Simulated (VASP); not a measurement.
Computed with r2SCAN meta-GGA, VASP's PBE PAW potentials (set 64) (plane waves; VASP).

Input for VASP

### KPOINTS
```
Automatic mesh
0
Gamma
8 8 8
0 0 0
```

### POSCAR
```
CdSe
1
    0.0000000000     3.1316118568     3.1316118568
    3.1316118568     0.0000000000     3.1316118568
    3.1316118568     3.1316118568     0.0000000000
Cd Se
1 1
Direct
  0.0000000000   0.0000000000   0.0000000000
  0.2500000000   0.2500000000   0.2500000000
```

**INCAR**
```
! general
SYSTEM  = CdSe
PREC    = Accurate
ENCUT   = 520   ! plane-wave cut-off (eV)
LREAL   = .FALSE.
LASPH   = .TRUE.   ! aspherical one-centre terms

! electronic loop
EDIFF   = 1E-7   ! SCF stop (eV)
NELM    = 100   ! most electronic steps
ALGO    = Normal
LMAXMIX = 4
LMIXTAU = .TRUE.

! smearing
ISMEAR  = 0   ! Gaussian
SIGMA   = 0.05   ! width (eV)

! functional
METAGGA = R2SCAN

! ions
ISIF    = 2

! output
LWAVE   = .FALSE.
LCHARG  = .FALSE.
```

POTCAR, in this order: Cd Se (PBE.64 set). Program: vasp_std.

Output of the run:

**OSZICAR**
```
       N       E                     dE             d eps       ncg     rms          rms(c)
DAV:   1     0.732568973422E+02    0.73257E+02   -0.88383E+03   770   0.124E+03
DAV:   2    -0.358049065915E+02   -0.10906E+03   -0.10347E+03   859   0.289E+02
DAV:   3    -0.407787776754E+02   -0.49739E+01   -0.49597E+01   884   0.633E+01
DAV:   4    -0.408051700622E+02   -0.26392E-01   -0.26390E-01   824   0.473E+00
DAV:   5    -0.408053458259E+02   -0.17576E-03   -0.17576E-03   904   0.352E-01    0.513E+00
DAV:   6    -0.359456470700E+02    0.48597E+01   -0.38371E+00   759   0.297E+01    0.734E+00
DAV:   7    -0.358364025040E+02    0.10924E+00   -0.34855E-01   754   0.761E+00    0.403E+00
DAV:   8    -0.358543686708E+02   -0.17966E-01   -0.39419E-01   769   0.575E+00    0.696E-01
DAV:   9    -0.358799579628E+02   -0.25589E-01   -0.10766E-01   764   0.329E+00    0.517E-01
DAV:  10    -0.358629470676E+02    0.17011E-01   -0.17131E-02   754   0.136E+00    0.375E-01
DAV:  11    -0.358835962400E+02   -0.20649E-01   -0.24076E-02   754   0.162E+00    0.903E-02
DAV:  12    -0.358852041381E+02   -0.16079E-02   -0.64514E-04   859   0.262E-01    0.993E-02
DAV:  13    -0.358857148759E+02   -0.51074E-03   -0.43592E-04   759   0.216E-01    0.206E-02
DAV:  14    -0.358860651449E+02   -0.35027E-03   -0.23598E-04   754   0.173E-01    0.475E-03
DAV:  15    -0.358860816428E+02   -0.16498E-04   -0.21893E-05   824   0.458E-02    0.350E-03
DAV:  16    -0.358860751058E+02    0.65370E-05   -0.17400E-05   759   0.440E-02    0.389E-03
DAV:  17    -0.358860829575E+02   -0.78516E-05   -0.24550E-06   764   0.155E-02    0.102E-03
DAV:  18    -0.358860867207E+02   -0.37632E-05   -0.19586E-06   784   0.146E-02    0.641E-04
DAV:  19    -0.358860866568E+02    0.63907E-07   -0.99052E-08   585   0.335E-03
   1 F= -.35886087E+02 E0= -.35886087E+02  d E =-.140206E-10
```

OUTCAR:
```
------------------------ aborting loop because EDIFF is reached ----------------------------------------
  FORCE on cell =-STRESS in cart. coord.  units (eV):
  Direction    XX          YY          ZZ          XY          YZ          ZX
  --------------------------------------------------------------------------------------
  Total       -1.0067378     -1.0067378     -1.0067378      0.0000000      0.0000000      0.0000000
  in kB      -26.2599073    -26.2599073    -26.2599073      0.0000000      0.0000000      0.0000000
  external PRESSURE =     -26.2599073 kB  Pullay stress =       0.0000000 kB
  volume of cell :       61.42
      direct lattice vectors                 reciprocal lattice vectors
     0.000000000  3.131611857  3.131611857    -0.159662188  0.159662188  0.159662188
     3.131611857  0.000000000  3.131611857     0.159662188 -0.159662188  0.159662188
     3.131611857  3.131611857  0.000000000     0.159662188  0.159662188 -0.159662188
  FREE ENERGIE OF THE ION-ELECTRON SYSTEM (eV)
  ---------------------------------------------------
  free  energy   TOTEN  =       -35.8860866568 eV

  energy  without entropy=      -35.8860866567  energy(sigma->0) =      -35.88608666
```
(Selected blocks of OUTCAR.)

The compound is CdSe in the zinc blende structure, whereas wurtzite is the usual form. This cell is one point of a volume scan, at 1.06 of the reference volume.
